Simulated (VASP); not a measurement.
Given:

```
CELL_PARAMETERS angstrom
      1.62366    -5.45315     0.00000
      1.62366     5.45315     0.00000
      0.00000     0.00000     4.45099
ATOMIC_POSITIONS crystal
  P  0.09508 0.90492 0.91378
  P  0.40492 0.59508 0.41378
  P  0.59508 0.40492 0.58622
  P  0.90492 0.09508 0.08622
```

Computed with PBE GGA, VASP's PBE PAW potentials (set 64) (plane waves; VASP 6.6.1). Settings: 520 eV cut-off, 7×7×5 Γ-centred mesh, Gaussian smearing of 0.050 eV, potentials P.

Without a dispersion term in the relaxation, distances and binding between the weakly bound layers, chains or molecules are unreliable, and so is what depends on them.

### Question
The ions and cell shape at fixed volume are relaxed. Predict the relaxed structure.

### Answer

```
CELL_PARAMETERS angstrom
      1.65763    -5.37186     0.00000
      1.65763     5.37186     0.00000
      0.00000     0.00000     4.42576
ATOMIC_POSITIONS crystal
  P  0.09918 0.90082 0.91797
  P  0.40082 0.59918 0.41797
  P  0.59918 0.40082 0.58203
  P  0.90082 0.09918 0.08203
```
Space group Cmce (64), at a tolerance of 0.03 Å.

### Question
How much energy does the relaxation gain?

### Answer
The energy (σ→0) changes by -14.4 meV/atom, in 9 ionic steps.

| step | E(σ→0) (eV) | max force (eV/Å) | pressure (GPa) | volume (Å³) |
|---|---|---|---|---|
| 1 | -21.4263 | 0.540 | 4.95 | 78.82 |
| 2 | -21.4683 | 0.229 | 2.80 | 78.82 |
| 3 | -21.4749 | 0.233 | 1.53 | 78.82 |
| 4 | -21.4821 | 0.063 | 0.90 | 78.82 |
| 5 | -21.4823 | 0.034 | 0.99 | 78.82 |
| 6 | -21.4833 | 0.016 | 0.98 | 78.82 |
| 7 | -21.4833 | 0.015 | 0.98 | 78.82 |
| 8 | -21.4835 | 0.013 | 0.98 | 78.82 |
| 9 | -21.4837 | 0.009 | 0.98 | 78.82 |

The compound is P in the black structure. This cell is one point of a volume scan, at 0.94 of the reference volume. Symmetry was kept, so distortions that lower it aren't found.
